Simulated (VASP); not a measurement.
Output of a VASP run:

File OSZICAR:
```
       N       E                     dE             d eps       ncg     rms          rms(c)
DAV:   1     0.708496415259E+02    0.70850E+02   -0.60422E+03  3671   0.125E+03
DAV:   2     0.155759309412E+02   -0.55274E+02   -0.53939E+02  3964   0.265E+02
DAV:   3     0.145551236008E+02   -0.10208E+01   -0.10130E+01  5786   0.454E+01
DAV:   4     0.145470353817E+02   -0.80882E-02   -0.80430E-02  5002   0.331E+00
DAV:   5     0.145469453560E+02   -0.90026E-04   -0.90086E-04  6072   0.373E-01    0.922E+00
DAV:   6     0.958705777300E+01   -0.49599E+01   -0.86100E+00  3574   0.410E+01    0.455E+00
DAV:   7     0.988412182116E+01    0.29706E+00   -0.29537E+00  3719   0.157E+01    0.253E+00
DAV:   8     0.971014255336E+01   -0.17398E+00   -0.45258E-02  3733   0.249E+00    0.148E+00
DAV:   9     0.963007085058E+01   -0.80072E-01   -0.24367E-01  3738   0.452E+00    0.183E-01
DAV:  10     0.963030531026E+01    0.23446E-03   -0.53653E-03  4818   0.868E-01    0.174E-01
DAV:  11     0.962976576827E+01   -0.53954E-03   -0.11413E-03  3643   0.431E-01    0.669E-02
DAV:  12     0.962962407174E+01   -0.14170E-03   -0.11114E-03  3656   0.292E-01    0.270E-02
DAV:  13     0.962959961720E+01   -0.24455E-04   -0.47841E-05  3924   0.800E-02    0.553E-03
DAV:  14     0.962959632316E+01   -0.32940E-05   -0.37537E-06  4248   0.167E-02    0.138E-03
DAV:  15     0.962959685161E+01    0.52845E-06   -0.11905E-07  3690   0.347E-03    0.758E-04
DAV:  16     0.962959703937E+01    0.18776E-06   -0.39052E-08  2012   0.276E-03    0.309E-04
DAV:  17     0.962959719257E+01    0.15320E-06   -0.99400E-09  1846   0.921E-04    0.937E-05
DAV:  18     0.962959722096E+01    0.28395E-07   -0.55528E-10  1811   0.248E-04
   1 F= 0.96295972E+01 E0= 0.96295972E+01  d E =0.000000E+00
       N       E                     dE             ncg
```

File OUTCAR:
```
------------------------ aborting loop because EDIFF is reached ----------------------------------------
  FORCE on cell =-STRESS in cart. coord.  units (eV):
  Direction    XX          YY          ZZ          XY          YZ          ZX
  --------------------------------------------------------------------------------------
  Total       -0.0137956     -0.0137956     -0.0137956      0.0000000     -0.0000000      0.0000000
  in kB       -1.5141085     -1.5141085     -1.5141085      0.0000000     -0.0000000      0.0000000
  external PRESSURE =      -1.5141085 kB  Pullay stress =       0.0000000 kB
  volume of cell :       14.60
      direct lattice vectors                 reciprocal lattice vectors
     0.000000000  1.939792340  1.939792340    -0.257759550  0.257759550  0.257759550
     1.939792340  0.000000000  1.939792340     0.257759550 -0.257759550  0.257759550
     1.939792340  1.939792340  0.000000000     0.257759550  0.257759550 -0.257759550
 POSITION                                       TOTAL-FORCE (eV/Angst)
 -----------------------------------------------------------------------------------
      0.00000      0.00000      0.00000         0.000000      0.000000      0.000000
 -----------------------------------------------------------------------------------
    total drift:                                0.000000     -0.000000      0.000000
  FREE ENERGIE OF THE ION-ELECTRON SYSTEM (eV)
  ---------------------------------------------------
  free  energy   TOTEN  =         9.6295972210 eV

  energy  without entropy=        9.6295972210  energy(sigma->0) =        9.62959722

 total charge

# of ion       s       p       d       tot
------------------------------------------
    1        0.567   0.498   8.442   9.507
```
(Selected blocks of OUTCAR.)

File POSCAR:
```
Pd
1
    0.0000000000     1.9397923404     1.9397923404
    1.9397923404     0.0000000000     1.9397923404
    1.9397923404     1.9397923404     0.0000000000
Pd
1
Direct
  0.0000000000   0.0000000000   0.0000000000
```

Reconstruct the remaining input files.

This is not unique; one that fits is the input of the run itself, revTPSS meta-GGA, plane waves, VASP's PBE PAW potentials (set 64).

**INCAR**
```
! general
SYSTEM  = Pd
PREC    = Accurate
ENCUT   = 520   ! plane-wave cut-off (eV)
LREAL   = .False.
LASPH   = .True.   ! aspherical one-centre terms

! electronic loop
EDIFF   = 1E-7
NELM    = 100
ALGO    = Normal   ! blocked Davidson
LMAXMIX = 4   ! l cut-off of mixed one-centre charges
LMIXTAU = .True.

! smearing
ISMEAR  = -5   ! tetrahedra, Bloechl

! functional
METAGGA = RTPSS

! ions
ISIF    = 2

! output
LWAVE   = .False.
LCHARG  = .False.
LORBIT  = 11   ! lm-projected
NEDOS   = 601
```

**KPOINTS**
```
Regular mesh
0
gamma
 18 18 18
0 0 0
```

**KPOINTS_OPT**
```
k-points along high-symmetry lines
10
Line-mode
Reciprocal
  0.000000   0.000000   0.000000 ! GAMMA
  0.500000   0.000000   0.500000 ! X

  0.500000   0.000000   0.500000 ! X
  0.625000   0.250000   0.625000 ! U

  0.375000   0.375000   0.750000 ! K
  0.000000   0.000000   0.000000 ! GAMMA

  0.000000   0.000000   0.000000 ! GAMMA
  0.500000   0.500000   0.500000 ! L

  0.500000   0.500000   0.500000 ! L
  0.500000   0.250000   0.750000 ! W

  0.500000   0.250000   0.750000 ! W
  0.500000   0.000000   0.500000 ! X
```

POTCAR, in this order: Pd (PBE.64 set). Program: vasp_std.

For a metal the tetrahedron method with Blöchl corrections gives inexact stress and forces.

The compound is Pd in the fcc structure. It was relaxed first.
